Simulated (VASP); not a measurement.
# DyTe (space group Fm-3m): computed properties

Computed with PBEsol GGA, VASP's PBE PAW potentials (set 64) (plane waves; VASP).

For DyTe, the space group is Fm-3m (225) and the cell is a = b = c = 6.063 Å, α = β = γ = 90.00°. The volume per atom is 27.86 Å³/atom. The band gap (over mesh and band path) is none (metal, semimetal or under 0.01 eV) and the Hill bulk modulus is 720 kbar. The Hill shear modulus is 20.0 GPa and the Poisson's ratio is 0.373. The band gap with spin-orbit coupling is none (metallic). The density comes out as 8.65 g/cm³ and the optical Γ-point spectrum is 155 (×3) cm⁻¹. The C11 is 185 GPa, the C12 is 15.3 GPa and the C44 comes out as 2.7 GPa.

```
DyTe
1.0
    0.00000     3.03151     3.03151
    3.03151     0.00000     3.03151
    3.03151     3.03151     0.00000
Dy Te
1 1
Direct
  0.00000   0.00000   0.00000
  0.50000   0.50000   0.50000
```

The 4f electrons are frozen in the core of the lanthanide potential, so 4f levels, which can set the real gap, and their magnetism are missing. Finite-difference elastic constants of metals are sensitive to mesh and smearing; shear constants can be off by tens of GPa. Unless said otherwise, spin-orbit coupling is left out, though it shifts the bands of the heavy elements here.

The structure comes from a measured DyTe entry (Fm-3m) of the Crystallography Open Database, whose conditions weren't checked. It was relaxed first. Symmetry was kept, so distortions that lower it aren't found. The electron count is odd and the run is not spin-polarised, which forces a metal.
